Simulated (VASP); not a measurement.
Input:

```
CELL_PARAMETERS angstrom
      6.35656     0.00000     0.00000
      0.00000     6.35656     0.00000
      0.00000     0.00000     6.35656
ATOMIC_POSITIONS crystal
  Cs 0.00000 0.00000 0.00000
  Sn 0.50000 0.50000 0.50000
  I  0.50000 0.00000 0.50000
  I  0.00000 0.50000 0.50000
  I  0.50000 0.50000 0.00000
```

Method: revPBE GGA, VASP's PBE PAW potentials (set 64) (plane waves; VASP). Settings: 520 eV cut-off, 4×4×4 Γ-centred mesh, tetrahedra with Blöchl corrections, potentials Cs_sv Sn_d I.

The cores are frozen, which limits the accuracy of field gradients.

Give the principal components of the electric field gradient (V/Å²) and the asymmetry η at each nucleus.

```
atom     Vxx     Vyy    Vzz     η
----  ------  ------  -----  ----
Cs1      0.0     0.0    0.0     -
Sn2      0.0     0.0    0.0     -
I3    -194.1  -194.1  388.2  0.00
I4    -194.1  -194.1  388.2  0.00
I5    -194.1  -194.1  388.2  0.00
```

The compound is CsSnI3 in the cubic perovskite structure, the ideal cubic form; the compound distorts at low or room temperature. It was relaxed first, which changed the volume by +7 %.
